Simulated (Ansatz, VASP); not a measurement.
**One calculation of ScSi2, two programs**

```
Sc Si
1.0
     3.39764    0.00000    0.00000
    -1.69882    2.94245    0.00000
     0.00000    0.00000    3.59259
Sc Si
1 2
Direct
  0.00000 0.00000 0.00000
  0.66667 0.33333 0.50000
  0.33333 0.66667 0.50000
```

Change from the starting cell: volume scaled by 0.8.

Alike in both runs: functional LDA; k mesh 8 × 8 × 7; no spin polarisation; Hubbard terms Sc d U = 6.0 eV.

|  | VASP | Ansatz |
| --- | --- | --- |
| version | VASP 6.6.1 | Ansatz 0.2.0 |
| potentials or method | VASP PAW LDA potentials, release 64 (Sc_sv, Si), cutoff 520 eV | all-electron LAPW, point nuclei |
| occupations | methfessel-paxton of order 1, width 0.05 eV | cold, width 0.05 eV |
| task | single point | band structure |

|  | VASP | Ansatz | Ansatz less VASP |
| --- | --- | --- | --- |
| gap on the k mesh at the Fermi level (eV) | none | none | - |
| pressure (GPa) | 95.5 | 84.3 | -11.26 |
| largest component of the traceless stress (GPa) | 49.78 | 52.16 | +2.383 |

The programs project onto different local orbitals, so the same U acts differently. A gap of «none» marks a metal or a gap that the smearing closes. Ansatz ran all-electron here, so the differences hold the error of VASP's frozen core and of both bases.

Caveats: U without spin polarisation on a metal has little footing; the U is typed as a test and isn't derived for this compound; the cell as given lies far from equilibrium (VASP); U is the effective U less J, on atomic orbitals that reach past the spheres (Ansatz).
